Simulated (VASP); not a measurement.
Write the native input for VASP 6.6.1 that does the following.

```
Task                   : single point
Functional             : PBE
Potentials or basis    : VASP PAW PBE potentials, release 64 (O, H)
Cutoff                 : 400 eV
k mesh                 : 1 × 1 × 1
Occupations            : gaussian, width 0.01 eV
Spin                   : no spin polarisation
Further INCAR settings : ALGO = Normal; EDIFF = 1e-06; NBANDS = 11; ISYM = 0
```

The structure of OH2 lies in POSCAR:

```
H2O                                     
1.0
   12.0145847441      0.0000000000      0.0000000000
    0.0000000000     12.5145847441      0.0000000000
    0.0000000000      0.0000000000     13.0145847441
  O               H             
     1     2
Selective dynamics
Direct
     0.5024678145000010    0.4982754151999984    0.5285342227999976   F   F   F
     0.4962411910127437    0.5675178108588655    0.4950717666901197   T   T   T
     0.5009411419766640    0.4469963100349058    0.4723833046146962   T   T   T
```

One way to write it, as run:

INCAR

```
PREC = Accurate
ENCUT = 400
EDIFF = 1E-6
ISMEAR = 0
SIGMA = 0.01
LREAL = False
LASPH = True
NELM = 100
ALGO = Normal
ISIF = 2
LWAVE = False
LCHARG = False
GGA = PE
NBANDS = 11
ISYM = 0
```

KPOINTS

```
Automatic mesh
0
Gamma
  1 1 1
```

Potentials or basis: VASP PAW PBE potentials, release 64 (O, H).

Run with:

```sh
$ cat potpaw_PBE.64/O/POTCAR potpaw_PBE.64/H/POTCAR > POTCAR
$ mpirun -np 1 vasp_gam > vasp.out
```

Results of the run:

The largest force is 0.013 eV/Å and the gap between the frontier levels is 6.21 eV.

Wall time 72 s on 1 thread of Intel(R) Xeon(R) Platinum 8559C (Emerald Rapids), on a shared host, peak memory 0.96 GiB.
